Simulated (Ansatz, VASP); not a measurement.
## SnPtSe4 (1T-PtSe2 under 1T-SnSe2, AB): VASP beside Ansatz

One calculation is typed for both programs; each brings its own data sets. How far apart do they land? The cell is taken from a series of runs on this material, whose earlier steps may have relaxed, scaled, displaced or heated it; both programs get it as it stands.

Calculated with Ansatz 0.2.0; plane waves, with VASP 6.6.1 beside it; single point at PBE with D3(BJ).

### 1. Starting point

The cell holds 6 atoms: 4 Se, 1 Pt and 1 Sn. Its edges and angles: a = 3.772 Å, b = 3.772 Å, c = 26.574 Å, α = 90.0°, β = 90.0°, γ = 120.0°. Vacuum lies along c.

### 2. Ansatz: single point, PBE with D3(BJ)

Ansatz runs on its default PAW (the set named soft_2) files.

A single point gives forces, pressure and levels at one fixed geometry, so differences don't come from the geometry; what else differs is listed under the comparison.

The input, input.yaml:

```yaml
crystal:
  lattice:
    - [3.7720073501, 0.0, 0.0]
    - [-1.8860036751, 3.2666541885, 0.0]
    - [0.0, 0.0, 26.5736479904]
  atoms:
    - { symbol: Se, position: [0.6666666667, 0.3333333333, 0.3386813885] }
    - { symbol: Pt, position: [0.0, 0.0, 0.3871817253] }
    - { symbol: Se, position: [0.3333333333, 0.6666666667, 0.4354361671] }
    - { symbol: Se, position: [0.0, 0.0, 0.539361138] }
    - { symbol: Sn, position: [0.3333333333, 0.6666666667, 0.6005942331] }
    - { symbol: Se, position: [0.6666666667, 0.3333333333, 0.6613186115] }
kpoints:
  mp_grid: { grid: [12, 12, 1] }
  band_path:
    path: [[0, 0, 0], [0.5, 0, 0], [0.33333333, 0.33333333, 0], [0, 0, 0]]
    npoints: 16
hamiltonian:
  xc: pbe
  dispersion: d3bj
scf:
  occupations: { method: fermi_dirac, width: 0.02585 }
  convergence: { dr2_threshold: 1.0e-10 }
efield:
  axis: 3
  dipole_correction: true
  ramp_position: 0.97
  ramp_width: 0.06
  amplitude: 0
output:
  dos: { projected: true, e_range: [-6, 5] }
  write_potential: true
  write_density: true
  volumetric_format: npy
  elf: true
```

Run with:

```console
$ ansatz run input.yaml --threads 4 --pin off --max-ram 8192MiB --backend cpu --events-out ev --progress --plain --runs-dir out
```

Numbers of over 12 decimals in the logs are rounded to 6 here.

Output:

```text
Engine: ansatz 0.2.0, x86_64-unknown-linux-gnu
Pseudopotentials: kind: paw
Pseudopotential: Se, paw, valence charge 16, recommended cutoff 420 eV (normal), Se.paw.azcp
Pseudopotential: Pt, paw, valence charge 18, recommended cutoff 420 eV (normal), Pt.paw.azcp
Pseudopotential: Sn, paw, valence charge 14, recommended cutoff 420 eV (normal), Sn.paw.azcp
Functional definition: PBE
  parameter kappa = 0.804
  parameter beta = 0.066725
  exchange = pbe_x(kappa = kappa, mu = beta*pi^2/3)
  correlation = pbe_c(beta = beta)
Crystal: 6 atoms, lattice volume = 327.436 Å³
Basis set: ecut = 420 eV, 6425 PW (Γ)
Bands: 58, of which v1, the nominal top of the filled ones, is band 48 counted from 1 (47 counted from 0)
Symmetry: 6 space group operations
Space group: P3m1 (ITA 156), of the structure as read, at distance tolerance 6.9e-5 Å
k-points: 19 of 144 (time reversal used)
Non-local potential: Se, projectors of the file, l = 0: 2, l = 1: 2, l = 2: 3, l = 3: 1
Non-local potential: Pt, projectors of the file, l = 0: 3, l = 1: 2, l = 2: 2, l = 3: 1
Non-local potential: Sn, projectors of the file, l = 0: 2, l = 1: 2, l = 2: 2, l = 3: 2
PAW form: soft (Blöchl's): semilocal exchange-correlation on the pseudo side does not see the compensation charge
PAW one-centre angular grid: Se, 590 points (default); XC on 64 Gauss nodes
PAW one-centre angular grid: Pt, 590 points (default); XC on 64 Gauss nodes
PAW one-centre angular grid: Sn, 590 points (default); XC on 64 Gauss nodes
Initial density: superposition of atomic densities (neutral atoms: chi_scale 0, normalization atom), corrected by the library's trained network
Initial wavefunctions: pseudopotential atomic-orbital guess
Functional: x = pbe(κ = 0.804, μ = 0.219515), c = pbe(β = 0.066725)
SCF iter   1: F=—  HF=-40427.686145 eV  |F-HF|=—  |Δ(HF+E_count)|=         —  Δρ=1.71e-3  dr2=4.42e-2  ethr=1.77e-3  p=-0.006 e·Å  D=-3.30e-3 V/Å  ΔV_dip=0.09 eV  dr2_dipole=4.18e-9  V_vac-E_F(+/−)=5.23/5.14 eV  ⟨swp⟩=9.0  Hψ=4636  notcnv=0  defer=6
efield: sawtooth ramp at fractional position 0.9700 (set: `efield.ramp_position`, or a place that a band, a saddle search or an elastic batch's reference lends), width 0.0600; the density the first Hamiltonian is built on has a dipole p = -0.006 e·Å; the dipole correction subtracts the counter field D = -3.30e-3 V/Å, which shifts the + side's vacuum level by +0.09 eV against the − side's; the planar-averaged density in the ramp window peaks in size at 1.1e-5 e/Å³
preconditioner: auto → Resta (q_TF=auto, 2.224 Å⁻¹)  ε∞=2.2  [insulator: Δε(μ)=0.401 eV  Ē_g=12.961 eV  σ=0.026 eV  W_gap=1.00  n_scr=72 (ndim 8)  ℏωp=14.2 eV  f_vac=0.566  D(μ)=0.00/eV (n_scr^D=0)  ε∞_Penn≈2.2  vacuum switching on, ρ_ref=1.2e-2 e/Å³]
SCF iter   2: F=—  HF=-40427.688055 eV  |F-HF|=—  |Δ(HF+E_count)|=   1.91e-3  Δρ=1.73e-3  dr2=8.01e-2  ethr=4.61e-5  p=-0.004 e·Å  D=-2.47e-3 V/Å  ΔV_dip=0.07 eV  dr2_dipole=4.60e-6  V_vac-E_F(+/−)=5.41/5.34 eV  ⟨swp⟩=3.5  Hψ=1794  notcnv=0  defer=72
SCF iter   3: F=—  HF=-40427.681675 eV  |F-HF|=—  |Δ(HF+E_count)|=   6.38e-3  Δρ=6.87e-4  dr2=8.31e-3  ethr=4.61e-5  p=-0.005 e·Å  D=-2.51e-3 V/Å  ΔV_dip=0.07 eV  dr2_dipole=6.23e-4  V_vac-E_F(+/−)=5.27/5.20 eV  ⟨swp⟩=2.8  Hψ=1383  notcnv=0  defer=72
SCF iter   4: F=—  HF=-40427.681561 eV  |F-HF|=—  |Δ(HF+E_count)|=   1.14e-4  Δρ=4.27e-4  dr2=3.65e-3  ethr=8.66e-6  p=0.004 e·Å  D=2.33e-3 V/Å  ΔV_dip=-0.06 eV  dr2_dipole=1.71e-3  V_vac-E_F(+/−)=5.22/5.28 eV  ⟨swp⟩=2.0  Hψ=1373  notcnv=0  defer=72
SCF iter   5: F=—  HF=-40427.681273 eV  |F-HF|=—  |Δ(HF+E_count)|=   2.87e-4  Δρ=2.17e-4  dr2=1.60e-4  ethr=3.80e-6  p=-0.002 e·Å  D=-8.86e-4 V/Å  ΔV_dip=0.02 eV  dr2_dipole=3.87e-5  V_vac-E_F(+/−)=5.26/5.24 eV  ⟨swp⟩=2.0  Hψ=1231  notcnv=0  defer=72
SCF iter   6: F=—  HF=-40427.681349 eV  |F-HF|=—  |Δ(HF+E_count)|=   7.56e-5  Δρ=9.16e-5  dr2=2.09e-5  ethr=1.66e-7  p=-0.000 e·Å  D=-2.74e-4 V/Å  ΔV_dip=0.01 eV  dr2_dipole=2.17e-7  V_vac-E_F(+/−)=5.25/5.24 eV  ⟨swp⟩=2.2  Hψ=1323  notcnv=0  defer=72
SCF iter   7: F=—  HF=-40427.681375 eV  |F-HF|=—  |Δ(HF+E_count)|=   2.61e-5  Δρ=3.89e-5  dr2=7.35e-6  ethr=2.18e-8  p=-0.000 e·Å  D=-2.23e-4 V/Å  ΔV_dip=0.01 eV  dr2_dipole=1.51e-7  V_vac-E_F(+/−)=5.25/5.24 eV  ⟨swp⟩=2.0  Hψ=1391  notcnv=0  defer=72
SCF iter   8: F=—  HF=-40427.681408 eV  |F-HF|=—  |Δ(HF+E_count)|=   3.24e-5  Δρ=1.25e-5  dr2=5.72e-7  ethr=7.66e-9  p=-0.000 e·Å  D=-1.88e-4 V/Å  ΔV_dip=0.00 eV  dr2_dipole=9.71e-9  V_vac-E_F(+/−)=5.25/5.24 eV  ⟨swp⟩=2.0  Hψ=1347  notcnv=0  defer=72
SCF iter   9: F=—  HF=-40427.681408 eV  |F-HF|=—  |Δ(HF+E_count)|=   6.78e-7  Δρ=4.44e-6  dr2=6.91e-8  ethr=5.96e-10  p=-0.000 e·Å  D=-1.89e-4 V/Å  ΔV_dip=0.01 eV  dr2_dipole=4.28e-10  V_vac-E_F(+/−)=5.25/5.24 eV  ⟨swp⟩=2.0  Hψ=1387  notcnv=0  defer=72
SCF iter  10: F=—  HF=-40427.681408 eV  |F-HF|=—  |Δ(HF+E_count)|=   1.52e-7  Δρ=1.36e-6  dr2=5.72e-9  ethr=7.19e-11  p=-0.000 e·Å  D=-1.92e-4 V/Å  ΔV_dip=0.01 eV  dr2_dipole=3.18e-11  V_vac-E_F(+/−)=5.25/5.24 eV  ⟨swp⟩=2.0  Hψ=1392  notcnv=0  defer=72
SCF iter  11: F=—  HF=-40427.681408 eV  |F-HF|=—  |Δ(HF+E_count)|=   1.27e-8  Δρ=4.57e-7  dr2=6.87e-10  ethr=5.96e-12  p=-0.000 e·Å  D=-1.93e-4 V/Å  ΔV_dip=0.01 eV  dr2_dipole=1.74e-11  V_vac-E_F(+/−)=5.25/5.24 eV  ⟨swp⟩=2.1  Hψ=1868  notcnv=0  defer=72
SCF iter  12: F=-40427.681408 eV  HF=-40427.681408 eV  |F-HF|=5.09e-11  |Δ(HF+E_count)|=  7.49e-10  Δρ=1.22e-7  dr2=8.68e-11  ethr=1.00e-12  p=-0.000 e·Å  D=-1.92e-4 V/Å  ΔV_dip=0.01 eV  dr2_dipole=1.29e-12  V_vac-E_F(+/−)=5.25/5.24 eV  ⟨swp⟩=12.2  Hψ=4487  notcnv=0
SCF 1 converged in 12 iterations: F = -40427.681408 eV  dr2 = 8.68e-11
  greatest PAW one-centre occupation: 1.000 electrons in one spin orbital (limit 2), on the Pt atom at site 1 (counted from 0), in its partial waves of l = 0
NSCF: frozen V_eff on 49 k-points
efield: sawtooth ramp at fractional position 0.9700 (kept from the solve that this one continues, or follows in the run), width 0.0600; the density the first Hamiltonian is built on has a dipole p = -0.000 e·Å; the dipole correction subtracts the counter field D = -1.92e-4 V/Å, which shifts the + side's vacuum level by +0.01 eV against the − side's; the planar-averaged density in the ramp window peaks in size at 9.0e-6 e/Å³
WARN: The output density's exchange-correlation potential varies sharply where the density is thin. Do not read a vacuum level from v_tot or v_xc, or from such a field of the output density. On a cell that repeats whose density bears no net charge and no dipole along the vacuum's axis use v_es (v_loc + v_h of the components); under efield.dipole_correction with no amplitude use v_es + v_field, which holds any externa [...]
SCF converged after 12 iterations
Free energy (F): -40427.681408 eV
Harris-Foulkes:  -40427.681408 eV  (|F-HF|=5.09e-11)
Internal energy: -40427.681359 eV  (E = F + TS)
E sigma→0 (E₀):  -40427.681384 eV
Entropy (-TS):   -0.000049 eV (-0.008 meV/atom)
Fermi energy:    1.372864 eV
Dipole field:    D = -0.000191 V/Å  (p = -0.000346 e·Å, saw-weighted, corrected)
Work function:   Φ+ = 5.2479 eV   Φ− = 5.2428 eV
Levels:          The Fermi level and band energies are counted from a zero that moves with the ramp; work functions are not
--- Per-component energies (eV) ---
  E_band       = -2712.342354
  E_kinetic    = 1297.770222
  E_local      = -119875.933581  (includes V_loc(G=0)·N_el)
  E_nonlocal   = -2213.061027
  E_hartree    = 59323.362403
  E_xc         = -1059.575755
  E_vxc        = -789.903142  (∫ρ·V_xc dr)
  E_paw        = -21241.458332  (= ΣΔE_a)
  E_vpaw       = 222.066604  (= ΣTr[D̂ρ^β])
  E_aug_tail   = -0.002218  (compensation charges beyond the density's cutoff)
  E_efield     = 0.000000  (sawtooth field / dipole correction)
  E_vefield    = -0.005207  (∫n·V_field dr)
  E_ewald      = 43343.244415
  E_disp       = -2.027486  (pairwise vdW)
  E_smearing   = -0.000049  (= −TS)
  E_closure    = -0.000000  (closes the sum)
  Σ components = -40427.681408   (vs F -40427.681408, Δ=0.00e0)
--- Band table (eV; the first three rows and the last of 19) ---
  k-point 0: bands = [... 44 lower, 0.6538, 0.6581, 0.8338, 0.8338, 2.7613, 3.7731, 3.7731, 4.0245, ... 6 higher]
  k-point 1: bands = [... 44 lower, 0.6727, 0.7229, 0.8603, 1.0010, 3.0000, 3.3572, 3.6655, 4.4648, ... 6 higher]
  k-point 2: bands = [... 44 lower, 0.6026, 0.6847, 0.8255, 1.1620, 2.5010, 3.1650, 3.4729, 4.8224, ... 6 higher]
  k-point 18: bands = [... 44 lower, -0.3711, -0.1531, -0.1154, -0.0594, 2.2412, 2.6405, 2.9760, 5.7037, ... 6 higher]
```

### 3. VASP: single point, PBE with D3(BJ)

The same cell, functional, mesh and smearing now go to VASP, with its own data sets.

Lines of VASP's logs that name or quote its potential files are left out, and so is its time.

The input, INCAR:

```
SYSTEM = SnPtSe4
PREC = Accurate
ENCUT = 400
EDIFF = 1E-06
NELM = 120
ISMEAR = -1
SIGMA = 0.02585
LREAL = .FALSE.
ALGO = Normal
GGA = PE
IVDW = 12
NBANDS = 30
LASPH = .TRUE.
LORBIT = 11
LWAVE = .FALSE.
LCHARG = .FALSE.
ISIF = 2
LDIPOL = .TRUE.
IDIPOL = 3
DIPOL = 0.5 0.5 0.493
LVHAR = .TRUE.
GGA_COMPAT = .FALSE.
EFERMI = MIDGAP
NELMDL = -8
KPAR = 2
```

The input, POSCAR:

```
SnPtSe4
1.0
    3.7720073501      0.0000000000      0.0000000000
   -1.8860036751      3.2666541885      0.0000000000
    0.0000000000      0.0000000000     26.5736479904
Se Pt Sn
4 1 1
Direct
    0.6666666667      0.3333333333      0.3386813885
    0.3333333333      0.6666666667      0.4354361671
    0.0000000000      0.0000000000      0.5393611380
    0.6666666667      0.3333333333      0.6613186115
    0.0000000000      0.0000000000      0.3871817253
    0.3333333333      0.6666666667      0.6005942331
```

The input, KPOINTS:

```
Automatic mesh
0
Gamma
12 12 1
0 0 0
```

PAW data sets: Se, Pt and Sn_d (PBE family, release 64).

Run with:

```console
$ mpirun -np 2 vasp_std
```

Output:

```text
[banner, memory and clock lines left out]
running    2 mpi-ranks, on    1 nodes
 distrk:  each k-point on    1 cores,    2 groups
 distr:  one band on    1 cores,    1 groups

 POSCAR found type information on POSCAR SePtSn
 POSCAR found :  3 types and       6 ions
 LDA part: xc-table for (Slater+PW92), standard interpolation
 POSCAR, INCAR and KPOINTS ok, starting setup
 FFT: planning ... GRIDC
 FFT: planning ... GRID_SOFT
 FFT: planning ... GRID
 WAVECAR not read
 entering main loop
       N       E                     dE             d eps       ncg     rms          rms(c)
DAV:   1     0.358656525742E+03    0.35866E+03   -0.17343E+04  1244   0.114E+03
DAV:   2     0.136277089735E+02   -0.34503E+03   -0.33156E+03  1444   0.262E+02
DAV:   3    -0.256716631627E+02   -0.39299E+02   -0.38439E+02  1398   0.107E+02
DAV:   4    -0.271187187339E+02   -0.14471E+01   -0.14274E+01  1420   0.231E+01
DAV:   5    -0.271680530885E+02   -0.49334E-01   -0.49288E-01  1578   0.408E+00
DAV:   6    -0.271694491122E+02   -0.13960E-02   -0.13954E-02  1556   0.617E-01
DAV:   7    -0.271694898552E+02   -0.40743E-04   -0.40739E-04  1674   0.940E-02
DAV:   8    -0.271694905975E+02   -0.74232E-06   -0.74231E-06  1428   0.121E-02    0.129E+01
DAV:   9    -0.263191432639E+02    0.85035E+00   -0.52932E+00  1272   0.189E+01    0.800E+00
DAV:  10    -0.261221514926E+02    0.19699E+00   -0.18072E+00  1278   0.113E+01    0.356E+00
DAV:  11    -0.260742749140E+02    0.47877E-01   -0.22590E-01  1332   0.389E+00    0.964E-01
DAV:  12    -0.260659397361E+02    0.83352E-02   -0.70719E-02  1344   0.192E+00    0.334E-01
DAV:  13    -0.260647047048E+02    0.12350E-02   -0.14223E-02  1314   0.875E-01    0.227E-01
DAV:  14    -0.260646732477E+02    0.31457E-04   -0.28058E-03  1372   0.325E-01    0.139E-01
[...]
DAV:  20    -0.260648955984E+02   -0.24511E-04   -0.11771E-06   978   0.449E-03    0.234E-03
DAV:  21    -0.260649277558E+02   -0.32157E-04   -0.18424E-06   992   0.391E-03    0.108E-03
DAV:  22    -0.260649406243E+02   -0.12869E-04   -0.13495E-06  1000   0.278E-03    0.807E-04
DAV:  23    -0.260649445904E+02   -0.39661E-05   -0.10288E-07   882   0.134E-03    0.295E-04
DAV:  24    -0.260649466686E+02   -0.20782E-05   -0.21084E-07   872   0.118E-03    0.328E-04
DAV:  25    -0.260649481702E+02   -0.15016E-05   -0.30444E-08   846   0.871E-04    0.212E-04
DAV:  26    -0.260649494608E+02   -0.12907E-05   -0.32704E-08   834   0.619E-04    0.159E-04
DAV:  27    -0.260649497237E+02   -0.26284E-06   -0.92397E-09   810   0.413E-04
   1 F= -.28092181E+02 E0= -.28092155E+02  d E =-.529004E-04
```

OUTCAR, selected parts (step 3):

```text
ion  position               nearest neighbor table
   1  0.667  0.333  0.339-   5 2.53   5 2.53   5 2.53
   2  0.333  0.667  0.435-   5 2.53   5 2.53   5 2.53
   3  0.000  0.000  0.539-   6 2.72   6 2.72   6 2.72
   4  0.667  0.333  0.661-   6 2.71   6 2.71   6 2.71
   5  0.000  0.000  0.387-   2 2.53   2 2.53   2 2.53   1 2.53   1 2.53   1 2.53
   6  0.333  0.667  0.601-   4 2.71   4 2.71   4 2.71   3 2.72   3 2.72   3 2.72

  LATTYP: Found a hexagonal cell.
 ALAT       =     3.7720073501
 C/A-ratio  =     7.0449618794

 Subroutine GETGRP returns: Found  6 space group operations
 (whereof  6 operations were pure point group operations)

The static configuration has the point symmetry C_3v.

 Found     19 irreducible k-points:

   k-points           NKPTS =     19   k-points in BZ     NKDIM =     19   number of bands    NBANDS=     30

   dimension x,y,z NGX =    28 NGY =   28 NGZ =  180
   dimension x,y,z NGXF=    56 NGYF=   56 NGZF=  360

   ENCUT  =  400.0 eV  29.40 Ry    5.42 a.u.   6.15  6.15 43.33*2*pi/ulx,y,z

   NELECT =      48.0000    total number of electrons

 k-points in reciprocal lattice and weights: Automatic mesh
   0.00000000  0.00000000  0.00000000       0.007
   0.08333333  0.00000000  0.00000000       0.042
   0.16666667  0.00000000  0.00000000       0.042
   0.25000000  0.00000000  0.00000000       0.042
   0.33333333  0.00000000  0.00000000       0.042
   0.41666667  0.00000000  0.00000000       0.042
   0.50000000  0.00000000  0.00000000       0.021
   0.08333333  0.08333333  0.00000000       0.042
   0.16666667  0.08333333  0.00000000       0.083
[...]
0.33333333  0.25000000  0.00000000       0.083
   0.33333333  0.33333333  0.00000000       0.014

 dipolmoment           0.000000      0.000000      0.000182 electrons x Angstroem

 average (electrostatic) potential at core
       1 -59.3579       2 -59.4500       3 -58.9808       4 -58.9220       5 -75.3650
       6-108.2276

 E-fermi :  -0.8178

 k-point     1 :       0.0000    0.0000    0.0000
  band No.  band energies     occupation
    ...
     20      -1.5355      2.00000
     21      -1.5355      2.00000
     22      -1.5315      2.00000
     23      -1.3544      2.00000
     24      -1.3544      2.00000
     25       0.5672      0.00000
     26       1.5786      0.00000
     27       1.5786      0.00000
     28       1.8281      0.00000
     29       3.2579      0.00000
    ...

 k-point     2 :       0.0833    0.0000    0.0000
  band No.  band energies     occupation
    ...
     20      -1.9408      2.00000
     21      -1.5163      2.00000
     22      -1.4667      2.00000
     23      -1.3285      2.00000
     24      -1.1881      2.00000
     25       0.8074      0.00000
     26       1.1625      0.00000
     27       1.4711      0.00000
     28       2.2690      0.00000
     29       3.1130      0.00000
    ...

 k-point     3 :       0.1667    0.0000    0.0000
  band No.  band energies     occupation
    ...
     20      -2.5502      2.00000
     21      -1.5868      2.00000
     22      -1.5057      2.00000
     23      -1.3641      2.00000
     24      -1.0264      1.99937
     25       0.3057      0.00000
     26       0.9722      0.00000
     27       1.2789      0.00000
     28       2.6273      0.00000
     29       3.6146      0.00000
    ...

 Edisp (eV)   -2.02723

  Total      -0.03912    -0.03912    -0.00783     0.00000     0.00000     0.00000
  in kB      -0.19140    -0.19140    -0.03833     0.00000     0.00000     0.00000
  external pressure =       -0.14 kB  Pullay stress =        0.00 kB

  energy-cutoff  :      400.00
  volume of cell :      327.44
      direct lattice vectors                 reciprocal lattice vectors
     3.772007350  0.000000000  0.000000000     0.265110830  0.153061809  0.000000000
    -1.886003675  3.266654189  0.000000000     0.000000000  0.306123618  0.000000000
     0.000000000  0.000000000 26.573647990     0.000000000  0.000000000  0.037631265

 POSITION                                       TOTAL-FORCE (eV/Angst)
 -----------------------------------------------------------------------------------
      1.88600      1.08888      9.00000         0.000000     -0.000000      0.000911
     -0.00000      2.17777     11.57113         0.000000     -0.000000      0.001178
      0.00000      0.00000     14.33279        -0.000000      0.000000     -0.011728
      1.88600      1.08888     17.57365        -0.000000     -0.000000      0.017995
      0.00000      0.00000     10.28883        -0.000000     -0.000000     -0.004180
     -0.00000      2.17777     15.95998        -0.000000     -0.000000     -0.004176
 -----------------------------------------------------------------------------------
    total drift:                                0.000000     -0.000000      0.000735

  FREE ENERGIE OF THE ION-ELECTRON SYSTEM (eV)
  ---------------------------------------------------
  free  energy   TOTEN  =       -28.0921810182 eV

  energy  without entropy=      -28.0921281178  energy(sigma->0) =      -28.09215457

 vacuum level on the upper side and lower side of the slab         4.432         4.429

 total charge
# of ion       s       p       d       tot
------------------------------------------
    1        1.478   2.238   0.055   3.771
    2        1.484   2.228   0.059   3.771
    3        1.489   2.302   0.029   3.821
    4        1.484   2.313   0.026   3.824
    5        0.669   0.678   7.993   9.340
    6        1.065   1.022  10.099  12.186
--------------------------------------------------
tot          7.669  10.781  18.262  36.712

[... 3 further parts left out ...]
```

### 4. Differences

Known differences besides the potentials themselves: the data sets hold 96 valence electrons in Ansatz (on its default PAW (the set named soft_2) files) and 48 in VASP; the cutoff is 420 eV in Ansatz and 400 eV in VASP. Total energies have different zeros and are not compared.

Compared:

| quantity | Ansatz | VASP | difference |
| --- | --- | --- | --- |
| gap on the k mesh (eV) | 0.326 | 0.322 | +0.004 |

A gap on the mesh is an upper bound, since the band edges may lie between its points; neither run holds spin-orbit coupling, which can move the band edges of a compound of Pt. With vacuum in the cell, a pressure given here is an average over mostly empty space and none of the material.

### 5. Outcome

| Item | Value |
| --- | --- |
| difference in gap on the k mesh (single point, PBE with D3(BJ)) | 0.0040 eV |

**Reading.** The difference in gap on the k mesh is 0.0040 eV (single point, PBE with D3(BJ)), within the 0.08 eV picked in this series as the mark of a large difference. The data sets hold unlike numbers of valence electrons (96 in Ansatz and 48 in VASP), so part of the differences comes from the potentials. How closely two codes agree says nothing of how well the functional describes the real material.

[Lines on the potential files, build, host, timing and source positions are cut from VASP's logs without a mark.]

[Logs are printed without paths, hosts, clocks, repeated set-up lines and the standing remarks that a program may print on its own settings, such as how far it seeks lower states.]

[Hosts, paths, dates, database ids (printed as entryN), source tags and the programs' standing remarks are cut or masked in the printed files.]
